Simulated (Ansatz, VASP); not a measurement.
# CO (CO molecule) in two plane-wave programs

Aim: how closely do two programs agree when they are given the same cell, functional and k mesh? The structure shown is the start of the Ansatz relaxation below; VASP solves that cell, so the two are compared at the walk's first step.

Calculated with Ansatz 0.2.0; plane waves, with VASP 6.6.1 beside it; single point at HSE06.

**1. Starting point**

The cell holds 2 atoms: 1 O and 1 C. Cell: a = 11.000 Å, b = 11.500 Å, c = 12.000 Å, α = 90.0°, β = 90.0°, γ = 90.0°. Vacuum lies along a, b and c.

**2. Ansatz: relaxation, HSE06**

Ansatz runs on its default PAW (the set named soft_2) files.

The two programs are compared at the cell with which this relaxation starts, whose forces are those of its first step.

input.yaml

```yaml
crystal:
  lattice:
    - [11.0, 0.0, 0.0]
    - [0.0, 11.5, 0.0]
    - [0.0, 0.0, 12.0]
  atoms:
    - { symbol: O, position: [0.5, 0.5, 0.5472980282] }
    - { symbol: C, position: [0.5, 0.5, 0.4527019718] }
basis:
  ecutwfc: 420
  xc_grid: 2
hamiltonian:
  xc: hse06
kpoints:
  mp_grid: { grid: [1, 1, 1] }
scf:
  occupations: { method: fixed }
  max_iter: 150
output:
  forces: true
relax:
  f_tol: 0.01
  max_steps: 60
checkpoint:
  write: "../hse06.run"
  compress: false
  write_wavefunctions: false
  write_every: 100000
```

Launch:

```
$ ansatz run input.yaml --threads 4 --pin off --max-ram 5652MiB --backend cpu --events-out ev --progress --plain --runs-dir out
```

Numbers of over 12 decimals in the logs are rounded to 6 here.

What it wrote:

```text
exact exchange: scf.exx.singularity resolves to wigner_seitz, which cuts the screened interaction at the faces of the exchange supercell's Wigner-Seitz cell, so that each pair interacts once, at the shortest of its separations (the periodic images that this leaves out come, for a point-like exchange hole, to about 0.002 eV on a filled level). The cut falls within the interaction's reach, and what an exchange supercel [...]
Engine: ansatz 0.2.0, aarch64-unknown-linux-gnu
Pseudopotentials: kind: paw
Pseudopotential: O, paw, valence charge 6, recommended cutoff 420 eV (normal), O.paw.azcp
Pseudopotential: C, paw, valence charge 4, recommended cutoff 420 eV (normal), C.paw.azcp
Functional definition: HSE06
  parameter a = 0.25
  parameter omega = 0.11/bohr
  exchange = pbe_x - a*pbe_x_sr(omega) + a*exact_x_sr(omega)
  correlation = pbe_c
davidson cushion auto → on  (no smearing: the cushion is to keep the highest requested band from converging to the state above it; pin scf.eigensolver.cushion to override)
Crystal: 2 atoms, lattice volume = 1518.000 Å³
Basis set: ecut = 420 eV, 29699 PW (Γ), exchange–correlation on 150×160×162 points (8 copies of the dense FFT grid, shifted against one another)
Bands: 9, of which v1, the nominal top of the filled ones, is band 5 counted from 1 (4 counted from 0)
Symmetry: 4 space group operations
Space group: Pmm2 (ITA 25), of the structure as read, at distance tolerance 1.1e-4 Å
k-points: 1
Non-local potential: O, projectors of the file, l = 0: 2, l = 1: 2, l = 2: 1
Non-local potential: C, projectors of the file, l = 0: 2, l = 1: 2, l = 2: 1
PAW form: soft (Blöchl's): semilocal exchange-correlation on the pseudo side does not see the compensation charge
PAW frozen core: O, regenerated for the run's functional, and the local potential with it (the file was generated under x = pbe(κ = 0.804, μ = 0.219515), c = pbe(β = 0.066725))
PAW frozen core: C, regenerated for the run's functional, and the local potential with it (the file was generated under x = pbe(κ = 0.804, μ = 0.219515), c = pbe(β = 0.066725))
PAW one-centre angular grid: O, 110 points (default); XC on 96 Gauss nodes
PAW one-centre angular grid: C, 110 points (default); XC on 64 Gauss nodes
Initial density: superposition of atomic densities (neutral atoms: chi_scale 0, normalization atom), corrected by the library's trained network
Initial wavefunctions: pseudopotential atomic-orbital guess
Functional: x = pbe(κ = 0.804, μ = 0.219515), c = pbe(β = 0.066725), warm-up for x = pbe(κ = 0.804, μ = 0.219515) + 0.25 (exact − pbe) at short range (hse, ω = 0.207870 Å⁻¹), c = pbe(β = 0.066725); HSE06 as pw.x's `hse` composes it (authors' and Libxc's form: `xc: wpbeh`)
SCF iter   1: F=—  HF=-816.603539 eV  |F-HF|=—  |Δ(HF+E_count)|=         —  Δρ=1.22e-3  dr2=1.73e-2  ethr=1.77e-3  ⟨swp⟩=18.0  Hψ=69  notcnv=0
preconditioner: auto → none  [insulator: Δε(μ)=6.964 eV  Ē_g=10.565 eV  n_scr=36 (ndim 8)  ℏωp=2.7 eV  f_vac=0.929]
SCF iter   2: F=—  HF=-816.610122 eV  |F-HF|=—  |Δ(HF+E_count)|=   6.58e-3  Δρ=1.05e-3  dr2=1.57e-2  ethr=1.73e-4  ⟨swp⟩=5.0  Hψ=34  notcnv=0  defer=1
iter 3 solved again at ethr=5.53e-6 eV; its pass at ethr=1.57e-4 eV (dr2=5.53e-4 eV) is discarded
SCF iter   3: F=—  HF=-816.607406 eV  |F-HF|=—  |Δ(HF+E_count)|=   2.72e-3  Δρ=2.72e-4  dr2=6.41e-4  ethr=5.53e-6  ⟨swp⟩=4.0  Hψ=56  notcnv=0  defer=2
SCF iter   4: F=—  HF=-816.609106 eV  |F-HF|=—  |Δ(HF+E_count)|=   1.70e-3  Δρ=5.44e-5  dr2=2.15e-5  ethr=5.53e-6  ⟨swp⟩=4.0  Hψ=29  notcnv=0  defer=2
SCF iter   5: F=—  HF=-816.609402 eV  |F-HF|=—  |Δ(HF+E_count)|=   2.96e-4  Δρ=1.06e-5  dr2=1.07e-6  ethr=2.15e-7  ⟨swp⟩=4.0  Hψ=35  notcnv=0  defer=4
SCF iter   6: F=-816.609422 eV  HF=-816.609421 eV  |F-HF|=1.56e-6  |Δ(HF+E_count)|=   1.84e-5  Δρ=2.16e-6  dr2=2.34e-8  ethr=1.07e-8  ⟨swp⟩=4.0  Hψ=32  notcnv=0  defer=4
SCF 1 converged in 6 iterations: F = -816.609422 eV  dr2 = 2.34e-8
[...]
hybrid outer 1: dexx = +3.511e-3 eV, tail = 3.32e-6 eV
Exchange kernel: α = 0.2500, screened, ω = 0.2079 Å⁻¹, Wigner–Seitz truncation, v(0) = 963.9577 eV·Å³, q-mesh 1×1×1, nearest image of the exchange supercell L = 11.00 Å, pair-density grid 54×60×60, without the augmentation charges, whose exchange is taken in its separable form (sized by the pseudopotential files, 75×80×81 at the most)
Frozen-core exchange: fock
SCF iter   1: F=—  HF=-816.318493 eV  |F-HF|=—  |Δ(HF+E_count)|=         —  Δρ=3.83e-6  dr2=1.42e-7  ethr=1.66e-7  ⟨swp⟩=3.0  Hψ=24  notcnv=0
preconditioner: auto → none  [insulator: Δε(μ)=9.113 eV  Ē_g=12.572 eV  n_scr=36 (ndim 8)  ℏωp=2.7 eV  f_vac=0.938]
SCF iter   2: F=—  HF=-816.318493 eV  |F-HF|=—  |Δ(HF+E_count)|=   7.83e-9  Δρ=1.82e-6  dr2=1.60e-8  ethr=1.13e-9  ⟨swp⟩=4.0  Hψ=31  notcnv=0  defer=2
SCF iter   3: F=-816.318493 eV  HF=-816.318493 eV  |F-HF|=1.86e-9  |Δ(HF+E_count)|=   2.95e-8  Δρ=5.60e-7  dr2=2.76e-9  ethr=1.22e-10  ⟨swp⟩=6.0  Hψ=36  notcnv=0  defer=1
SCF 3 converged in 3 iterations: F = -816.318493 eV  dr2 = 2.76e-9
  Residual-converged pass: ⟨swp⟩=3.0  Hψ=23  notcnv=0  max |occ|·‖R‖ = 6.1e-7 eV (tolerance 8.9e-7 eV)  dr2=2.75e-9  dr2_onsite=1.19e-10  max |Δocc| = 0.0e0
hybrid outer 2: dexx = +3.857e-8 eV, tail = 6.30e-9 eV, Δε = 4.15e-4 eV (about 1.89e-5 eV left of the loop's levels), ΔF = 2.99e-3 eV/Å (tail 6.49e-4)
relax step   1: F+E_penalty+E_count = -816.31849299 eV  Δ(F+E_penalty+E_count) = +0.000e0 eV  max|allowed force component| = 1.575e0 eV/Å  Δτ_max = 0.0000 Å  (16 SCF iters, accepted)
[...]
relax step   2: F+E_penalty+E_count = -816.32893455 eV  Δ(F+E_penalty+E_count) = -1.044e-2 eV  max|allowed force component| = 7.146e-3 eV/Å  Δτ_max = 0.0065 Å  (7 SCF iters, dr2 threshold 1.00e-4 eV, accepted)
[...]
relax step   3: F+E_penalty+E_count = -816.32893476 eV  Δ(F+E_penalty+E_count) = -2.139e-7 eV  max|allowed force component| = 6.928e-3 eV/Å  Δτ_max = 0.0000 Å  (6 SCF iters, accepted)
hybrid SCF converged: 2 outer / 6 inner (+0 warm-up), last move |dexx| = 4.11e-10 eV, tail = 2.97e-10 eV
Stability not checked: this state was not tested for a lower state beside it, because the functional holds exact exchange (a hybrid, or Hartree-Fock), whose exchange loop this test does not read (fock_operator; see scf.lower_state_search)
Free energy (F): -816.328935 eV
Frozen-core exchange: fock
Harris-Foulkes:  -816.328935 eV  (|F-HF|=2.96e-12)
Internal energy: -816.328935 eV  (E = F + TS)
E sigma→0 (E₀):  -816.328935 eV
Fermi energy:    -10.178658 eV
--- Per-component energies (eV) ---
  E_band       = -168.273621
  E_kinetic    = 254.447088
  E_local      = -1516.548456  (includes V_loc(G=0)·N_el)
  E_nonlocal   = 76.734387
  E_hartree    = 611.960943
  E_xc         = -94.320777
  E_vxc        = -117.389022  (∫ρ·V_xc dr)
  E_exx        = -27.339494  (= α·E_x^exact, valence–valence)
  E_paw        = -252.281709  (= ΣΔE_a)
  E_vpaw       = -34.762956  (= ΣTr[D̂ρ^β])
  E_aug_tail   = 0.002433  (compensation charges beyond the density's cutoff)
  E_ewald      = 131.060529
  E_core_change = -0.043878  (= ΣΔE_core)
  E_smearing   = -0.000000  (= −TS)
  E_closure    = -0.000000  (closes the sum)
  Σ components = -816.328935   (vs F -816.328935, Δ=0.00e0)
--- Forces (eV/Å), atoms counted from 1 ---
  atom   1  O      0.00000000     0.00000000    -0.00701390
  atom   2  C      0.00000000     0.00000000     0.00684232
  max |Σ_I F_I| component: 1.72e-4 eV/Å
--- Band table (eV) ---
  k-point 0: bands = ["-32.1700", "-15.7805", "-13.0039", "-13.0039", "-10.1787", "-0.9760", "-0.9750"]
  guard bands above this table: 2 of the run's 9 bands. The solve was not asked for them (output.publish_guard_bands: true or output.eigenvalues: true publishes all)
--- Relaxed structure (3 steps of the walk, 3 accepted, 0 SCFs on fresh bases) ---
  F+E_penalty+E_count = -816.32893476 eV   max|allowed force component| = 6.928e-3 eV/Å
  atoms:
    - { symbol: O, position: [0.5, 0.5, 0.546756] }
    - { symbol: C, position: [0.5, 0.5, 0.453244] }
```

**3. VASP: single point, HSE06, start cell**

The same cell, functional and mesh now go to VASP, with its own data sets.

Lines of VASP's logs that name or quote its potential files are left out, and so is its time.

The run reads the wave functions of an earlier VASP run, which isn't shown here.

INCAR

```
SYSTEM = CO
PREC = Accurate
ENCUT = 1000
EDIFF = 1E-06
NELM = 100
ISMEAR = 0
SIGMA = 0.01
LREAL = .FALSE.
ALGO = Normal
LHFCALC = .TRUE.
AEXX = 0.25
GGA = PE
HFSCREEN = 0.208
LASPH = .TRUE.
NBANDS = 11
PRECFOCK = Fast
LORBIT = 11
LWAVE = .FALSE.
LCHARG = .FALSE.
ISIF = 2
```

POSCAR

```
CO
1.0
   11.0000000000      0.0000000000      0.0000000000
    0.0000000000     11.5000000000      0.0000000000
    0.0000000000      0.0000000000     12.0000000000
O C
1 1
Direct
    0.5000000000      0.5000000000      0.5472980000
    0.5000000000      0.5000000000      0.4527020000
```

KPOINTS

```
Automatic mesh
0
Gamma
1 1 1
0 0 0
```

PAW data sets: O_h and C_h (PBE family, release 64).

Launch:

```
$ export OMP_NUM_THREADS=4
$ mpirun -np 1 vasp_gam
```

What it wrote:

```text
[banner, memory and clock lines left out]
running    1 mpi-ranks, on    1 nodes
 distrk:  each k-point on    1 cores,    1 groups
 distr:  one band on    1 cores,    1 groups
 Offloading initialized ...    1 GPUs detected
 POSCAR found type information on POSCAR O C
 POSCAR found :  2 types and       2 ions
 LDA part: xc-table for (Slater+PW92), standard interpolation
 found WAVECAR, reading the header
 POSCAR, INCAR and KPOINTS ok, starting setup
 FFT: planning ... GRIDC
 FFT: planning ... GRID_SOFT
 FFT: planning ... GRID
 reading WAVECAR
 the WAVECAR file was read successfully
 initial charge from wavefunction
 entering main loop
       N       E                     dE             d eps       ncg     rms          rms(c)
DAV:   1    -0.183836322570E+02   -0.18384E+02   -0.39411E-01    36   0.624E+00    0.517E-01
DAV:   2    -0.183797376488E+02    0.38946E-02   -0.18973E-02    38   0.109E+00    0.306E-01
DAV:   3    -0.183791641945E+02    0.57345E-03   -0.66935E-03    25   0.451E-01    0.219E-01
DAV:   4    -0.183788093784E+02    0.35482E-03   -0.39812E-04    38   0.245E-01    0.113E-01
DAV:   5    -0.183786953796E+02    0.11400E-03   -0.32537E-04    28   0.150E-01    0.509E-02
DAV:   6    -0.183786541500E+02    0.41230E-04   -0.18911E-05    22   0.430E-02    0.296E-02
DAV:   7    -0.183786500453E+02    0.41047E-05   -0.23860E-05    25   0.259E-02    0.192E-02
DAV:   8    -0.183786701067E+02   -0.20061E-04   -0.50541E-06    25   0.169E-02    0.123E-02
DAV:   9    -0.183786970795E+02   -0.26973E-04   -0.16073E-06    25   0.107E-02    0.708E-03
DAV:  10    -0.183787256149E+02   -0.28535E-04   -0.84541E-07    25   0.650E-03    0.448E-03
DAV:  11    -0.183787537077E+02   -0.28093E-04   -0.60596E-07    25   0.417E-03    0.327E-03
DAV:  12    -0.183787805593E+02   -0.26852E-04   -0.44598E-07    25   0.339E-03    0.256E-03
DAV:  13    -0.183788054811E+02   -0.24922E-04   -0.28789E-07    25   0.271E-03    0.205E-03
DAV:  14    -0.183788281381E+02   -0.22657E-04   -0.21549E-07    25   0.227E-03    0.170E-03
[...]
DAV:  34    -0.183789948454E+02   -0.21359E-05   -0.40308E-09    22   0.326E-04    0.200E-04
DAV:  35    -0.183789967418E+02   -0.18964E-05   -0.34261E-09    22   0.306E-04    0.182E-04
DAV:  36    -0.183789984252E+02   -0.16833E-05   -0.29166E-09    22   0.288E-04    0.166E-04
DAV:  37    -0.183789999187E+02   -0.14936E-05   -0.24815E-09    22   0.271E-04    0.151E-04
DAV:  38    -0.183790012427E+02   -0.13239E-05   -0.21024E-09    22   0.253E-04    0.138E-04
DAV:  39    -0.183790024149E+02   -0.11722E-05   -0.17683E-09    22   0.233E-04    0.126E-04
DAV:  40    -0.183790034516E+02   -0.10367E-05   -0.14773E-09    22   0.213E-04    0.114E-04
DAV:  41    -0.183790043673E+02   -0.91570E-06   -0.12279E-09    22   0.193E-04
   1 F= -.18379004E+02 E0= -.18379004E+02  d E =-.178577E-34
```

Parts of OUTCAR (step 3):

```text
ion  position               nearest neighbor table
   1  0.500  0.500  0.547-   2 1.14
   2  0.500  0.500  0.453-   1 1.14

  LATTYP: Found a simple orthorhombic cell.
 ALAT       =    11.0000000000
 B/A-ratio  =     1.0454545455
 C/A-ratio  =     1.0909090909

 Subroutine GETGRP returns: Found  4 space group operations
 (whereof  4 operations were pure point group operations)

The static configuration has the point symmetry C_2v.

 Found      1 irreducible k-points:

   k-points           NKPTS =      1   k-points in BZ     NKDIM =      1   number of bands    NBANDS=     11

   dimension x,y,z NGX =   120 NGY =  120 NGZ =  126
   dimension x,y,z NGXF=   240 NGYF=  240 NGZF=  252

   ENCUT  = 1000.0 eV  73.50 Ry    8.57 a.u.  28.36 29.65 30.94*2*pi/ulx,y,z

   NELECT =      10.0000    total number of electrons

 k-points in reciprocal lattice and weights: Automatic mesh
   0.00000000  0.00000000  0.00000000       1.000

  exchange ACFDT corr.  =         0.00000000  see jH, gK, PRB 81, 115126

 average (electrostatic) potential at core
       1-117.5825       2 -82.1680

 E-fermi : -10.1484

 k-point     1 :       0.0000    0.0000    0.0000
  band No.  band energies     occupation
      1     -32.0005      2.00000
      2     -15.7790      2.00000
      3     -12.8980      2.00000
      4     -12.8980      2.00000
      5     -10.2349      2.00000
      6      -1.1140      0.00000
      7      -1.1131      0.00000
      8      -0.1141      0.00000
      9       0.7953      0.00000
     10       0.9604      0.00000
    ...

  Total        0.0021258      0.0184510     -1.6581350      0.0000000      0.0000000      0.0000000
  in kB        0.0022436      0.0194741     -1.7500832      0.0000000      0.0000000      0.0000000
  external PRESSURE =      -0.5761218 kB  Pullay stress =       0.0000000 kB

  energy-cutoff  :     1000.00
  volume of cell :     1518.00
      direct lattice vectors                 reciprocal lattice vectors
    11.000000000  0.000000000  0.000000000     0.090909091  0.000000000  0.000000000
     0.000000000 11.500000000  0.000000000     0.000000000  0.086956522  0.000000000
     0.000000000  0.000000000 12.000000000     0.000000000  0.000000000  0.083333333

 POSITION                                       TOTAL-FORCE (eV/Angst)
 -----------------------------------------------------------------------------------
      5.50000      5.75000      6.56758         0.000000      0.000000     -1.469968
      5.50000      5.75000      5.43242         0.000000      0.000000      1.469968
 -----------------------------------------------------------------------------------
    total drift:                               -0.000000     -0.000000     -0.002639

  FREE ENERGIE OF THE ION-ELECTRON SYSTEM (eV)
  ---------------------------------------------------
  free  energy   TOTEN  =       -18.3790043673 eV

  energy  without entropy=      -18.3790043673  energy(sigma->0) =      -18.37900437

 total charge
# of ion       s       p       d       tot
------------------------------------------
    1        1.085   2.358   0.000   3.443
    2        0.582   0.835   0.000   1.417
--------------------------------------------------
tot          1.667   3.192   0.000   4.860
```

The run ends at a pressure of -0.06 GPa, with forces up to 1.5 eV/Å.

**4. Comparison**

Known differences besides the potentials themselves: exact exchange at q = 0 is treated differently, which shows on coarse meshes; VASP keeps PBE cores, Ansatz makes them for the functional; fixed occupations in Ansatz, narrow Gaussian smearing in VASP; the cutoff is 420 eV in Ansatz and 1000 eV in VASP; VASP takes a coarser grid for exact exchange (PRECFOCK = Fast). Total energies have different zeros and are not compared.

Forces (eV/Å; atoms numbered as in POSCAR):

```tsv
atom	Ansatz x, y, z	VASP x, y, z
O1	0.000, 0.000, -1.575	0.000, 0.000, -1.470
C2	0.000, 0.000, 1.575	0.000, 0.000, 1.470
```

The forces differ by 60 meV/Å r.m.s., which is 7.1 % of the r.m.s. force of 0.849 eV/Å (both taken over all components).

**5. Outcome**

```
r.m.s. force difference (single point, HSE06, start cell) : 7.1 % of the r.m.s. force
```

**Reading.** The r.m.s. force difference is 7.1 % of the r.m.s. force (single point, HSE06, start cell), beyond the 3 % picked in this series as the mark of a large difference. What causes the difference of the single point, HSE06, start cell pair stays open here. 1 further run of this series is not shown here. How closely two codes agree says nothing of how well the functional describes the real material.

[Lines on the potential files, build, host, timing and source positions are cut from VASP's logs without a mark.]

[Logs are printed without paths, hosts, clocks, repeated set-up lines and the standing remarks that a program may print on its own settings, such as how far it seeks lower states.]

[Hosts, paths, dates, database ids (printed as entryN), source tags and the programs' standing remarks are cut or masked in the printed files.]
